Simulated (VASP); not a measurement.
Computed with LDA (Ceperley-Alder, Perdew-Zunger), VASP's LDA PAW potentials (set 64) (plane waves; VASP).

Input for VASP

### KPOINTS
```
Regular mesh
0
G
 16 16 16
0 0 0
```

**POSCAR**
```
Ag
1
    0.0000000000     1.9991932060     1.9991932060
    1.9991932060     0.0000000000     1.9991932060
    1.9991932060     1.9991932060     0.0000000000
Ag
1
Direct
  0.0000000000   0.0000000000   0.0000000000
```

**INCAR**
```
ALGO = Normal
EDIFF = 1E-6
EDIFFG = -0.02
ENCUT = 500
IBRION = 2
ISIF = 3
ISMEAR = 1
LASPH = .TRUE.
LCHARG = .FALSE.
LMAXMIX = 4
LREAL = .FALSE.
LWAVE = .FALSE.
NELM = 100
NSW = 40
PREC = Accurate
SIGMA = 0.1
SYSTEM = Ag
```

POTCAR, in this order: Ag (LDA.64 set). Program: vasp_std.

The run wrote:

### OUTCAR
```
 ion  position               nearest neighbor table
   1  0.000  0.000  0.000-
  LATTYP: Found a face centered cubic cell.
 ALAT       =     3.9983864120
 Subroutine PRICEL returns:
 Original cell was already a primitive cell.
 Subroutine GETGRP returns: Found 48 space group operations
The static configuration has the point symmetry O_h .
The dynamic configuration has the point symmetry O_h .
 Subroutine INISYM returns: Found 48 space group operations
 Subroutine IBZKPT returns following result:
 Found    145 irreducible k-points:

 Following reciprocal coordinates:
            Coordinates               Weight
  0.000000  0.000000  0.000000      1.000000
  0.062500  0.000000  0.000000      8.000000
  0.125000  0.000000  0.000000      8.000000
  0.187500  0.000000  0.000000      8.000000
  0.250000  0.000000  0.000000      8.000000
  0.312500  0.000000  0.000000      8.000000
  0.375000  0.000000  0.000000      8.000000
  0.437500  0.000000  0.000000      8.000000
  0.500000  0.000000  0.000000      4.000000
  0.062500  0.062500  0.000000      6.000000
...
```

OSZICAR:
```
       N       E                     dE             d eps       ncg     rms          rms(c)
DAV:   1     0.410942923803E+02    0.41094E+02   -0.56779E+03  2714   0.107E+03
DAV:   2    -0.378317202032E+01   -0.44877E+02   -0.42601E+02  2666   0.203E+02
DAV:   3    -0.411389969276E+01   -0.33073E+00   -0.33068E+00  3095   0.217E+01
DAV:   4    -0.411454612484E+01   -0.64643E-03   -0.64642E-03  2962   0.903E-01
DAV:   5    -0.411454977008E+01   -0.36452E-05   -0.36445E-05  2878   0.607E-02    0.654E+00
DAV:   6    -0.380195181244E+01    0.31260E+00   -0.14433E+00  2649   0.130E+01    0.398E+00
DAV:   7    -0.378803955802E+01    0.13912E-01   -0.14369E-02  2869   0.126E+00    0.215E+00
DAV:   8    -0.378291862947E+01    0.51209E-02   -0.94664E-04  2639   0.347E-01    0.832E-02
DAV:   9    -0.378293026049E+01   -0.11631E-04   -0.68052E-06  3062   0.248E-02    0.925E-03
DAV:  10    -0.378293062604E+01   -0.36555E-06   -0.18613E-06  2762   0.141E-02
   1 F= -.37829306E+01 E0= -.37827102E+01  d E =-.378293E+01
       N       E                     dE             d eps       ncg     rms          rms(c)
DAV:   1    -0.378979804860E+01   -0.68678E-02   -0.12913E-01  2644   0.449E+00    0.530E-01
DAV:   2    -0.378313878902E+01    0.66593E-02   -0.29542E-02  2638   0.190E+00    0.175E-01
DAV:   3    -0.378297986510E+01    0.15892E-03   -0.34537E-04  2710   0.189E-01    0.115E-01
DAV:   4    -0.378293636358E+01    0.43502E-04   -0.58132E-05  2787   0.689E-02    0.465E-03
DAV:   5    -0.378293649865E+01   -0.13507E-06   -0.83149E-07  2082   0.981E-03
   2 F= -.37829365E+01 E0= -.37827058E+01  d E =-.587261E-05
       N       E                     dE             d eps       ncg     rms          rms(c)
DAV:   1    -0.378471608014E+01   -0.17797E-02   -0.31963E-02  2644   0.223E+00    0.263E-01
DAV:   2    -0.378305951175E+01    0.16566E-02   -0.74837E-03  2638   0.954E-01    0.836E-02
DAV:   3    -0.378302170829E+01    0.37803E-04   -0.79292E-05  2676   0.902E-02    0.545E-02
DAV:   4    -0.378301116316E+01    0.10545E-04   -0.14591E-05  2777   0.338E-02    0.283E-03
DAV:   5    -0.378301117777E+01   -0.14604E-07   -0.12495E-07  1429   0.402E-03
   3 F= -.37830112E+01 E0= -.37827854E+01  d E =-.805517E-04
```

OUTCAR:
```
------------------------ aborting loop because EDIFF is reached ----------------------------------------
  FORCE on cell =-STRESS in cart. coord.  units (eV):
  Direction    XX          YY          ZZ          XY          YZ          ZX
  --------------------------------------------------------------------------------------
  Total       -0.0017453     -0.0017453     -0.0017453     -0.0000000     -0.0000000      0.0000000
  in kB       -0.1743918     -0.1743918     -0.1743918     -0.0000000     -0.0000000      0.0000000
  external PRESSURE =      -0.1743918 kB  Pullay stress =       0.0000000 kB
  volume of cell :       16.03
      direct lattice vectors                 reciprocal lattice vectors
    -0.000000000  2.001448966  2.001448966    -0.249819010  0.249819010  0.249819010
     2.001448966 -0.000000000  2.001448966     0.249819010 -0.249819010  0.249819010
     2.001448966  2.001448966  0.000000000     0.249819010  0.249819010 -0.249819010
 POSITION                                       TOTAL-FORCE (eV/Angst)
 -----------------------------------------------------------------------------------
      0.00000      0.00000      0.00000        -0.000000      0.000000     -0.000000
 -----------------------------------------------------------------------------------
    total drift:                               -0.000000     -0.000000     -0.000000
  FREE ENERGIE OF THE ION-ELECTRON SYSTEM (eV)
  ---------------------------------------------------
  free  energy   TOTEN  =        -3.7830111778 eV

  energy  without entropy=       -3.7823338348  energy(sigma->0) =       -3.78278540

 reached required accuracy - stopping structural energy minimisation
```
(Selected blocks of OUTCAR.)

### CONTCAR
```
Ag
   1.00000000000000
    -0.0000000000000000    2.0014489656210577    2.0014489656210577
     2.0014489656210577   -0.0000000000000000    2.0014489656210577
     2.0014489656210577    2.0014489656210577    0.0000000000000000
  Ag
     1
Direct
     0.0000000000000000    0.0000000000000000    0.0000000000000000
```

The compound is Ag in the fcc structure. This run relaxes it. Symmetry was kept, so distortions that lower it aren't found.
